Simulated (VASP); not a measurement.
Runs of VASP 6.6.1 on Fe. The cell holds a sheet with vacuum, 1 atom: a = 2.311 Å, b = 2.311 Å, c = 23.800 Å, α = 90.00°, β = 90.00°, γ = 90.00°. The cell was built by a generator and needn't be a form met in nature.

```csv
level,U,moment (μB)
LDA+U,Fe d U = 3 eV,3.18
LDA+U,Fe d U = 2 eV,(a)
LDA+U,Fe d U = 4 eV,3.19
LDA+U,Fe d U = 5 eV,3.19
LDA,-,2.65
LDA+U,Fe d U = 8 eV,3.73
```

Alike in all rows: task density of states; potentials or basis VASP PAW LDA potentials, release 64 (Fe); spin collinear, ferromagnetic start; cell as given; k mesh 8 × 8 × 1; cutoff (eV) 520; smearing fermi-dirac 0.05 eV.

Task: Estimate the missing entries.

Result: (a) 3.02.

Caveats: the U is typed as a test and isn't derived for this compound (some runs).
